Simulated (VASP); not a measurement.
An input for Ansatz (written as the equivalent of a VASP run, and not itself run):

Ansatz 0.2 input:
```yaml
crystal:
  lattice:
    - [3.2642050, -2.0574700, 0.0000000]
    - [3.2642050, 2.0574700, 0.0000000]
    - [0.0000000, 0.0000000, 8.4024000]
  atoms:
    - { symbol: Cl, position: [0.8584250, 0.1265140, 0.6119860] }
    - { symbol: Cl, position: [0.1236520, 0.8866830, 0.4071000] }
    - { symbol: Cl, position: [0.6277160, 0.3790570, 0.0933340] }
    - { symbol: Cl, position: [0.3902070, 0.6077460, 0.8875800] }
kpoints:
  mp_grid: { grid: [2, 2, 2] }
hamiltonian:
  xc: revpbe
  pseudopotentials: { kind: paw }
scf:
  occupations: { method: gaussian, width: 0.01 }
  max_iter: 100
relax:
  max_steps: 50
  f_tol: 0.01
  cell: {}
output: { forces: true, stress: true, eigenvalues: true }
```

Task: Write the VASP files for the same calculation (revPBE).

Result: Several could match; the one computed here: 
**INCAR**
```
# general
SYSTEM = Cl2
PREC   = Accurate
ENCUT  = 150
LREAL  = .FALSE.
LASPH  = .TRUE.

# electronic loop
EDIFF  = 1E-6
NELM   = 100
ALGO   = Normal

# smearing
ISMEAR = 0
SIGMA  = 0.01

# functional
GGA    = RE

# ions
IBRION = 2
NSW    = 50
ISIF   = 3
EDIFFG = -0.01

# output
LWAVE  = .FALSE.
LCHARG = .FALSE.
```

POSCAR:
```
Cl2
1.0
  3.2642050000  -2.0574700000   0.0000000000
  3.2642050000   2.0574700000   0.0000000000
  0.0000000000   0.0000000000   8.4024000000
Cl
4
Cart
  3.2150428085  -1.5058849252   5.1421511664
  3.2979405587   1.5699133916   3.4206170400
  3.2863134605  -0.5116084327   0.7842296016
  3.2575231724   0.4475799663   7.4578021920
```

File KPOINTS:
```
K-points
0
G
2 2 2
0 0 0
```

POTCAR, in this order: Cl (PBE.64 set). Program: vasp_std.

What does not carry over: each code has its own PAW files, so the cut-off isn't converted (ENCUT is set for VASP's; basis.ecutwfc is left out, and Ansatz then takes the one that its files recommend); Ansatz stops its SCF on the density residual and VASP on the energy change (EDIFF).

The structure comes from a computed database's Cl2 entry; how it stands against other phases isn't given here. In the starting cell atoms are displaced from their ideal sites. This run relaxes it. The k-mesh is coarse (spacing up to 1.02 per Å, 2π included), so the numbers may not be converged in it. The run is one of a series of settings (EDIFFG = -0.01, ENCUT = 150, IBRION = 2, ISIF = 3, NSW = 50, KPOINTS 2×2×2 Γ-centred mesh against the base run), some of them coarse on purpose.
